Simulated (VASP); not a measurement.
Given:

```
CELL_PARAMETERS angstrom
      6.72467     0.00000     0.00000
     -3.36233     5.82373     0.00000
      0.00000     0.00000     3.55816
ATOMIC_POSITIONS crystal
  Ge 0.66667 0.33333 0.00000
  Ge 0.33333 0.66667 0.00000
  Ge 0.00000 0.00000 0.50000
  Pt 0.62137 0.00000 0.50000
  Pt 0.37863 0.37863 0.50000
  Pt 0.00000 0.62137 0.50000
  Pt 0.00000 0.28280 0.00000
  Pt 0.28280 0.00000 0.00000
  Pt 0.71720 0.71720 0.00000
```

The numbers are results of r2SCAN meta-GGA, VASP's PBE PAW potentials (set 64) (plane waves; VASP), not measurements. Run with 400 eV cut-off, 6×6×10 Γ-centred mesh, tetrahedra with Blöchl corrections, potentials Ge_d Pt.

For a metal the tetrahedron method with Blöchl corrections gives inexact stress and forces.

Give the force on each atom (eV/Å).

| atom | Fx | Fy | Fz |
|---|---|---|---|
| Ge1 | 0.000 | 0.000 | 0.000 |
| Ge2 | 0.000 | 0.000 | 0.000 |
| Ge3 | 0.000 | 0.000 | 0.000 |
| Pt4 | 0.016 | 0.000 | 0.000 |
| Pt5 | -0.008 | -0.014 | 0.000 |
| Pt6 | -0.008 | 0.014 | 0.000 |
| Pt7 | 0.030 | -0.051 | 0.000 |
| Pt8 | -0.059 | 0.000 | 0.000 |
| Pt9 | 0.030 | 0.051 | 0.000 |

Give the stress tensor in GPa (positive for a compressed cell).

```
0.00  0.00  0.00
0.00  0.00  0.00
0.00  0.00  0.01
```
The pressure is its mean diagonal, 0.00 GPa.

The structure comes from a computed database's GePt2 entry (P-62m); how it stands against other phases isn't given here. It was relaxed first.
